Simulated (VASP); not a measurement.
The cell holds one Zr (hcp) (0 0 0 1) slab, with vacuum along c, ions free to move until forces fall under 0.03 eV/Å, no reconstruction beyond this cell, dipole correction on.

Given:

```
CELL_PARAMETERS angstrom
      3.18139     0.00000     0.00000
     -1.59070     2.75517     0.00000
      0.00000     0.00000    25.20253
ATOMIC_POSITIONS crystal
  Zr 0.66667 0.33333 0.44758
  Zr 0.33333 0.66667 0.35210
  Zr 0.66667 0.33333 0.64790
  Zr 0.33333 0.66667 0.55242
```

Computed with PBEsol GGA, VASP's PBE PAW potentials (set 64) (plane waves; VASP). Run with 400 eV cut-off, 10×10×1 Γ-centred mesh, first-order Methfessel-Paxton smearing of 0.10 eV, potentials Zr_sv.

Slab and bulk use different k-meshes, so the surface energy is good to a few per cent at best.

Question: Predict its surface energy, work function, band gap (on the k-mesh).

Answer: 
```
Property                                                    Result
------------------------  ----------------------------------------
surface energy                                          1.79 J/m^2
work function                                              4.30 eV
band gap (on the k-mesh)  none (metal, semimetal or under 0.01 eV)
```

The cell is a thin slab with vacuum, built from Zr (hcp): (001) face.
